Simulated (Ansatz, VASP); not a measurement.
# Ga2O3: VASP beside Ansatz

One calculation is typed for both programs; each brings its own data sets. How far apart do they land? The cell is taken from a series of runs on this material, whose earlier steps may have relaxed, scaled, displaced or heated it; both programs get it as it stands.

Program: Ansatz 0.2.0. Level of theory: plane waves, with VASP 6.6.1 beside it; single point at HSE06. Results are calculated unless marked as measured.

## (1) Starting point

It takes space group C2/m (No. 12, monoclinic). Conventional cell: a = 11.879 Å, b = 2.954 Å, c = 5.639 Å, α = 90.00°, β = 103.83°, γ = 90.00°. Nearest to Ga lie 4 O at 1.79 to 1.82 Å. Nearest to Ga lie 6 O at 1.88 to 2.00 Å. Nearest to O lie 3 Ga at 1.79 to 1.90 Å. Nearest to O lie 4 Ga at 1.82 to 2.00 Å. Nearest to O lie 3 Ga at 1.80 to 1.88 Å. Farther neighbours and most contacts between anions are not listed.

## (2) VASP: single point, HSE06

With cell and atoms fixed, the geometry can't cause a difference; cores, projectors, grids and the points listed under the comparison can.

Lines of VASP's logs that name or quote its potential files are left out, and so is its time.

The run reads the wave functions of an earlier VASP run, which isn't shown here.

The input, INCAR:

```
SYSTEM = Ga2O3
PREC = Accurate
ENCUT = 520
EDIFF = 1E-06
NELM = 100
ISMEAR = 0
SIGMA = 0.01
LREAL = .FALSE.
ALGO = Normal
LHFCALC = .TRUE.
AEXX = 0.25
GGA = PE
HFSCREEN = 0.208
LASPH = .TRUE.
NBANDS = 54
PRECFOCK = Fast
LORBIT = 11
LWAVE = .FALSE.
LCHARG = .FALSE.
KPAR = 4
NCORE = 2
ISIF = 2
```

The input, POSCAR:

```
Ga2O3
1.0
    5.9395999617     -1.4769247621      0.0000000000
    5.9395999617      1.4769247621      0.0000000000
   -1.3479973174      0.0000000000      5.4756835920
Ga O
4 6
Direct
    0.0925999429      0.0925999429      0.7966232175
    0.9074000571      0.9074000571      0.2033767825
    0.6602556213      0.6602556213      0.3126433584
    0.3397443787      0.3397443787      0.6873566416
    0.1743389585      0.1743389585      0.1086025894
    0.8256610415      0.8256610415      0.8913974106
    0.1705344181      0.1705344181      0.5562178271
    0.8294655819      0.8294655819      0.4437821729
    0.4973249536      0.4973249536      0.2498895197
    0.5026750464      0.5026750464      0.7501104803
```

The input, KPOINTS:

```
Automatic mesh
0
Gamma
4 4 2
0 0 0
```

Potentials, in the order of the species: Ga_d and O (PBE family, release 64).

Run with:

```bash
> mpirun -np 8 vasp_std
```

Numbers of over 12 decimals in the logs are rounded to 6 here.

What it wrote:

```text
[banner, memory and clock lines left out]
running    8 mpi-ranks, on    1 nodes
 distrk:  each k-point on    2 cores,    4 groups
 distr:  one band on    2 cores,    1 groups

 POSCAR found type information on POSCAR GaO
 POSCAR found :  2 types and      10 ions
 LDA part: xc-table for (Slater+PW92), standard interpolation
 found WAVECAR, reading the header
 POSCAR, INCAR and KPOINTS ok, starting setup
 FFT: planning ... GRIDC
 FFT: planning ... GRID_SOFT
 FFT: planning ... GRID
 reading WAVECAR
 the WAVECAR file was read successfully
 initial charge from wavefunction
 entering main loop
       N       E                     dE             d eps       ncg     rms          rms(c)
DAV:   1    -0.745159932801E+02   -0.74516E+02   -0.26548E+00  2336   0.285E+01    0.116E+00
DAV:   2    -0.745359512079E+02   -0.19958E-01   -0.37335E-01  2162   0.634E+00    0.766E-01
DAV:   3    -0.745282039631E+02    0.77472E-02   -0.40805E-02  2128   0.203E+00    0.463E-01
DAV:   4    -0.745265451854E+02    0.16588E-02   -0.88787E-03  1968   0.712E-01    0.280E-01
DAV:   5    -0.745259032946E+02    0.64189E-03   -0.69393E-04  1952   0.309E-01    0.165E-01
DAV:   6    -0.745256877937E+02    0.21550E-03   -0.30978E-04  1848   0.148E-01    0.921E-02
DAV:   7    -0.745256168614E+02    0.70932E-04   -0.51790E-05  2016   0.878E-02    0.525E-02
DAV:   8    -0.745255932333E+02    0.23628E-04   -0.19315E-05  1992   0.360E-02    0.301E-02
DAV:   9    -0.745255850347E+02    0.81987E-05   -0.35420E-06  1552   0.223E-02    0.179E-02
DAV:  10    -0.745255822312E+02    0.28035E-05   -0.26438E-06  1264   0.128E-02    0.106E-02
DAV:  11    -0.745255811887E+02    0.10424E-05   -0.80392E-07   996   0.991E-03    0.636E-03
DAV:  12    -0.745255807855E+02    0.40327E-06   -0.58688E-07   990   0.716E-03
   1 F= -.74525581E+02 E0= -.74525581E+02  d E =-.236825E-12
```

From OUTCAR (step 2):

```text
ion  position               nearest neighbor table
   1  0.093  0.093  0.797-   5 1.79  10 1.80  10 1.80   7 1.82
   2  0.907  0.907  0.203-   6 1.79   9 1.80   9 1.80   8 1.82
   3  0.660  0.660  0.313-   9 1.88   5 1.90   5 1.90   8 1.97   7 2.00   7 2.00
   4  0.340  0.340  0.687-  10 1.88   6 1.90   6 1.90   7 1.97   8 2.00   8 2.00
   5  0.174  0.174  0.109-   1 1.79   3 1.90   3 1.90
   6  0.826  0.826  0.891-   2 1.79   4 1.90   4 1.90
   7  0.171  0.171  0.556-   1 1.82   4 1.97   3 2.00   3 2.00
   8  0.829  0.829  0.444-   2 1.82   3 1.97   4 2.00   4 2.00
   9  0.497  0.497  0.250-   2 1.80   2 1.80   3 1.88
  10  0.503  0.503  0.750-   1 1.80   1 1.80   4 1.88

  LATTYP: Found a base centered monoclinic cell.
 ALAT       =    11.8791999234
 B/A-ratio  =     0.2486572785
 C/A-ratio  =     0.4747093502
 COS(beta)  =    -0.2390419102

 Subroutine GETGRP returns: Found  4 space group operations
 (whereof  4 operations were pure point group operations)

The static configuration has the point symmetry C_2h.

 Found     14 irreducible k-points:

   k-points           NKPTS =     14   k-points in BZ     NKDIM =     32   number of bands    NBANDS=     54

   dimension x,y,z NGX =    48 NGY =   48 NGZ =   42
   dimension x,y,z NGXF=    96 NGYF=   96 NGZF=   84

   ENCUT  =  520.0 eV  38.22 Ry    6.18 a.u.  11.38 11.38 10.49*2*pi/ulx,y,z

   NELECT =      88.0000    total number of electrons

 k-points in reciprocal lattice and weights: Automatic mesh
   0.00000000  0.00000000  0.00000000       0.031
   0.25000000  0.00000000  0.00000000       0.125
   0.50000000  0.00000000  0.00000000       0.062
   0.25000000  0.25000000  0.00000000       0.062
   0.50000000  0.25000000  0.00000000       0.125
  -0.25000000  0.25000000  0.00000000       0.062
   0.50000000  0.50000000  0.00000000       0.031
   0.00000000  0.00000000  0.50000000       0.031
   0.25000000  0.00000000  0.50000000       0.125
[...]
-0.25000000  0.25000000  0.50000000       0.062
   0.50000000  0.50000000  0.50000000       0.031

  exchange ACFDT corr.  =         0.00000000  see jH, gK, PRB 81, 115126

 average (electrostatic) potential at core
       1 -56.4227       2 -56.4227       3 -56.2241       4 -56.2241       5 -62.5930
       6 -62.5930       7 -63.1019       8 -63.1019       9 -62.9761      10 -62.9761

 E-fermi :   3.5155

 k-point     1 :       0.0000    0.0000    0.0000
  band No.  band energies     occupation
    ...
     40       2.8237      2.00000
     41       2.8701      2.00000
     42       2.9297      2.00000
     43       3.2138      2.00000
     44       3.4703      2.00000
     45       8.4130      0.00000
     46      11.7392      0.00000
     47      12.5780      0.00000
     48      13.1202      0.00000
     49      13.7395      0.00000
    ...

 k-point     2 :       0.2500    0.0000    0.0000
  band No.  band energies     occupation
    ...
     40       2.2483      2.00000
     41       2.4003      2.00000
     42       2.5244      2.00000
     43       2.8898      2.00000
     44       3.4098      2.00000
     45      10.8370      0.00000
     46      12.3445      0.00000
     47      13.4591      0.00000
     48      14.3084      0.00000
     49      14.4429      0.00000
    ...

 k-point     3 :       0.5000    0.0000    0.0000
  band No.  band energies     occupation
    ...
     40       2.0538      2.00000
     41       2.7265      2.00000
     42       2.7589      2.00000
     43       3.0265      2.00000
     44       3.2086      2.00000
     45      11.5572      0.00000
     46      12.7289      0.00000
     47      13.5484      0.00000
     48      13.6348      0.00000
     49      14.1281      0.00000
    ...

  Total       11.1357680     12.4661741     12.8043566      0.0000000      0.0000000     -0.1379082
  in kB      185.7149435    207.9025728    213.5425545      0.0000000      0.0000000     -2.2999408
  external PRESSURE =     202.3866903 kB  Pullay stress =       0.0000000 kB

  energy-cutoff  :      520.00
  volume of cell :       96.07
      direct lattice vectors                 reciprocal lattice vectors
     5.939599962 -1.476924762  0.000000000     0.084180753 -0.338541280  0.020723518
     5.939599962  1.476924762  0.000000000     0.084180753  0.338541280  0.020723518
    -1.347997317  0.000000000  5.475683592     0.000000000  0.000000000  0.182625600

 POSITION                                       TOTAL-FORCE (eV/Angst)
 -----------------------------------------------------------------------------------
      0.02617      0.00000      4.36206        -0.007947      0.000000      0.005523
     10.50504      0.00000      1.11363         0.007947      0.000000     -0.005523
      7.42187      0.00000      1.71194        -0.000014      0.000000     -0.030937
      3.10934      0.00000      3.76375         0.000014      0.000000      0.030937
      1.92461      0.00000      0.59467        -0.057438      0.000000     -0.052787
      8.60659      0.00000      4.88101         0.057438      0.000000      0.052787
      1.27603      0.00000      3.04567        -0.035559      0.000000      0.057887
      9.25517      0.00000      2.43001         0.035559      0.000000     -0.057887
      5.57097      0.00000      1.36832        -0.067672      0.000000     -0.025665
      4.96023      0.00000      4.10737         0.067672      0.000000      0.025665
 -----------------------------------------------------------------------------------
    total drift:                               -0.000003      0.000000     -0.000002

  FREE ENERGIE OF THE ION-ELECTRON SYSTEM (eV)
  ---------------------------------------------------
  free  energy   TOTEN  =       -74.5255807855 eV

  energy  without entropy=      -74.5255807855  energy(sigma->0) =      -74.52558079

 total charge
# of ion       s       p       d       tot
------------------------------------------
    1        0.717   0.951  10.361  12.028
    2        0.717   0.951  10.361  12.028
    3        0.630   0.796  10.348  11.774
    4        0.630   0.796  10.348  11.774
    5        1.559   3.596   0.000   5.155
    6        1.559   3.596   0.000   5.155
    7        1.561   3.610   0.000   5.171
    8        1.561   3.610   0.000   5.171
    9        1.553   3.629   0.000   5.183
   10        1.553   3.629   0.000   5.183
--------------------------------------------------
tot         12.040  25.164  41.417  78.621

[... 3 further parts left out ...]
```

The run ends at a pressure of 20.24 GPa, with forces up to 0.078 eV/Å.

(Continued in part 2 of 2.)

[Lines on the potential files, build, host, timing and source positions are cut from VASP's logs without a mark.]

[Logs are printed without paths, hosts, clocks, repeated set-up lines and the standing remarks that a program may print on its own settings, such as how far it seeks lower states.]

[Hosts, paths, dates, database ids (printed as entryN), source tags and the programs' standing remarks are cut or masked in the printed files.]
